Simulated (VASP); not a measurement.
These are PBE GGA, VASP's PBE PAW potentials (set 64) (plane waves; VASP) values and carry that method's errors.

The input files of a VASP run:

### INCAR
```
! general
SYSTEM =TaSi
PREC   =Accurate
ENCUT  =400   ! plane-wave cut-off (eV)
LREAL  =.FALSE.   ! projection in real space or not
LASPH  =.TRUE.

! electronic loop
EDIFF  =1E-6
NELM   =100   ! most electronic steps
ALGO   =Normal   ! blocked Davidson
LMAXMIX=6   ! l cut-off of mixed one-centre charges

! smearing
ISMEAR =1   ! Methfessel-Paxton
SIGMA  =0.1   ! width (eV)

! functional
GGA    =PE   ! PBE

! ions
IBRION =2   ! conjugate gradients
NSW    =60   ! most ionic steps
ISIF   =3   ! ions, shape and volume
EDIFFG =-0.01   ! ionic stop

! output
LWAVE  =.FALSE.
LCHARG =.FALSE.
```

File POSCAR:
```
TaSi
1
   -0.0000000000     2.8844732986     2.8844732986
    2.8844732986     0.0000000000     2.8844732986
    2.8844732986     2.8844732986     0.0000000000
Ta Si
1 1
Direct
  0.0000000000   0.0000000000   0.0000000000
  0.2500000000   0.2500000000   0.2500000000
```

**KPOINTS**
```
Automatic mesh
0
Gamma
10 10 10
0 0 0
```

POTCAR, in this order: Ta_pv Si (PBE.64 set). Program: vasp_std.

Output

**OSZICAR**
```
       N       E                     dE             d eps       ncg     rms          rms(c)
DAV:   1     0.523038398148E+02    0.52304E+02   -0.67659E+03  1098   0.951E+02
DAV:   2    -0.147322252986E+02   -0.67036E+02   -0.64459E+02  1175   0.225E+02
DAV:   3    -0.167697848349E+02   -0.20376E+01   -0.19671E+01  1391   0.355E+01
DAV:   4    -0.168073056540E+02   -0.37521E-01   -0.37386E-01  1282   0.418E+00
DAV:   5    -0.168082951179E+02   -0.98946E-03   -0.98903E-03  1432   0.587E-01    0.117E+01
DAV:   6    -0.151956168356E+02    0.16127E+01   -0.60958E+00  1158   0.170E+01    0.407E+00
DAV:   7    -0.151866027564E+02    0.90141E-02   -0.26146E-01  1447   0.361E+00    0.208E+00
DAV:   8    -0.151830677204E+02    0.35350E-02   -0.30558E-02  1183   0.152E+00    0.272E-01
DAV:   9    -0.151819081932E+02    0.11595E-02   -0.38048E-03  1256   0.550E-01    0.148E-01
DAV:  10    -0.151818746249E+02    0.33568E-04   -0.44746E-04  1384   0.173E-01    0.533E-02
DAV:  11    -0.151818884686E+02   -0.13844E-04   -0.39080E-05  1259   0.454E-02    0.752E-03
DAV:  12    -0.151818878796E+02    0.58901E-06   -0.52647E-06  1244   0.128E-02
   1 F= -.15181888E+02 E0= -.15181400E+02  d E =-.151819E+02
       N       E                     dE             d eps       ncg     rms          rms(c)
DAV:   1    -0.151820947066E+02   -0.20624E-03   -0.52334E-03  1127   0.900E-01    0.948E-02
DAV:   2    -0.151819053160E+02    0.18939E-03   -0.51094E-04  1109   0.212E-01    0.257E-02
DAV:   3    -0.151818883512E+02    0.16965E-04   -0.35423E-05  1299   0.564E-02    0.113E-02
DAV:   4    -0.151818845273E+02    0.38239E-05   -0.11353E-05  1127   0.263E-02    0.429E-03
DAV:   5    -0.151818842015E+02    0.32581E-06   -0.33559E-07   598   0.589E-03
   2 F= -.15181884E+02 E0= -.15181400E+02  d E =0.367808E-05
       N       E                     dE             d eps       ncg     rms          rms(c)
DAV:   1    -0.151819459291E+02   -0.61402E-04   -0.13305E-03  1124   0.453E-01    0.483E-02
DAV:   2    -0.151818977482E+02    0.48181E-04   -0.12984E-04  1100   0.107E-01    0.132E-02
DAV:   3    -0.151818937258E+02    0.40224E-05   -0.90721E-06  1307   0.285E-02    0.567E-03
DAV:   4    -0.151818933737E+02    0.35216E-06   -0.28592E-06   984   0.132E-02
   3 F= -.15181893E+02 E0= -.15181407E+02  d E =-.549410E-05
```

File OUTCAR:
```
------------------------ aborting loop because EDIFF is reached ----------------------------------------
  FORCE on cell =-STRESS in cart. coord.  units (eV):
  Direction    XX          YY          ZZ          XY          YZ          ZX
  --------------------------------------------------------------------------------------
  Total       -0.0034393     -0.0034393     -0.0034393      0.0000000      0.0000000      0.0000000
  in kB       -0.1147155     -0.1147155     -0.1147155      0.0000000      0.0000000      0.0000000
  external PRESSURE =      -0.1147155 kB  Pullay stress =       0.0000000 kB
  volume of cell :       48.03
      direct lattice vectors                 reciprocal lattice vectors
     0.000000000  2.885190058  2.885190058    -0.173298809  0.173298809  0.173298809
     2.885190058  0.000000000  2.885190058     0.173298809 -0.173298809  0.173298809
     2.885190058  2.885190058  0.000000000     0.173298809  0.173298809 -0.173298809
 POSITION                                       TOTAL-FORCE (eV/Angst)
 -----------------------------------------------------------------------------------
      0.00000      0.00000      0.00000        -0.000000     -0.000000      0.000000
      1.44260      1.44260      1.44260         0.000000      0.000000     -0.000000
 -----------------------------------------------------------------------------------
    total drift:                                0.000000      0.000000      0.000000
  FREE ENERGIE OF THE ION-ELECTRON SYSTEM (eV)
  ---------------------------------------------------
  free  energy   TOTEN  =       -15.1818933737 eV

  energy  without entropy=      -15.1804357422  energy(sigma->0) =      -15.18140750

 reached required accuracy - stopping structural energy minimisation
```
(Selected blocks of OUTCAR.)

File CONTCAR:
```
TaSi
   1.00000000000000
     0.0000000000000000    2.8851900576919673    2.8851900576919673
     2.8851900576919673    0.0000000000000000    2.8851900576919673
     2.8851900576919673    2.8851900576919673    0.0000000000000000
  Ta              Si
     1     1
Direct
     0.0000000000000000    0.0000000000000000    0.0000000000000000
     0.2500000000000000    0.2500000000000000    0.2500000000000000
```

### OUTCAR
```
 val. band max:        3.5840492721   @ k =   0.5000   0.3000   0.1000

 cond. band min:       3.6281316441   @ k =   0.3000   0.2000   0.1000


 Fermi energy:         3.6235334052

 k-point     1 :       0.0000    0.0000    0.0000
  band No.  band energies     occupation
      1     -31.1953      2.00000
      2     -31.1953      2.00000
      3     -31.1953      2.00000
      4      -5.4341      2.00000
      5       1.4220      2.00000
      6       1.4220      2.00000
      7       1.4220      2.00000
      8       4.1935     -0.00000
      9       4.1935     -0.00000
     10       8.2676      0.00000
     11      10.4738      0.00000

 k-point     2 :       0.1000    0.0000    0.0000
  band No.  band energies     occupation
      1     -31.1991      2.00000
      2     -31.1959      2.00000
      3     -31.1959      2.00000
      4      -5.3075      2.00000
      5       1.2715      2.00000
      6       1.4797      2.00000
      7       1.4797      2.00000
      8       4.1493     -0.00000
      9       4.1493     -0.00000
     10       8.5565      0.00000
     11       9.7140      0.00000

 k-point     3 :       0.2000    0.0000    0.0000
  band No.  band energies     occupation
      1     -31.2087      2.00000
      2     -31.1974      2.00000
      3     -31.1974      2.00000
      4      -4.9517      2.00000
      5       0.9242      2.00000
      6       1.6161      2.00000
      7       1.6161      2.00000
      8       4.1015     -0.00000
      9       4.1015     -0.00000
     10       7.9325      0.00000
     11       9.4016      0.00000

 k-point     4 :       0.3000    0.0000    0.0000
  band No.  band energies     occupation
      1     -31.2206      2.00000
      2     -31.1993      2.00000
      3     -31.1993      2.00000
      4      -4.4491      2.00000
      5       0.5622      2.00000
      6       1.7398      2.00000
      7       1.7398      2.00000
      8       4.2122     -0.00000
      9       4.2122     -0.00000
...
```

Unless said otherwise, spin-orbit coupling is left out, though it shifts the bands of the heavy elements here.

The structure was generated: TaSi was put into the zinc blende type (F-43m), which need not be its known phase. This run relaxes it. Symmetry was kept, so distortions that lower it aren't found. The start is the result of an earlier pass. The electron count is odd and the run is not spin-polarised, which forces a metal.
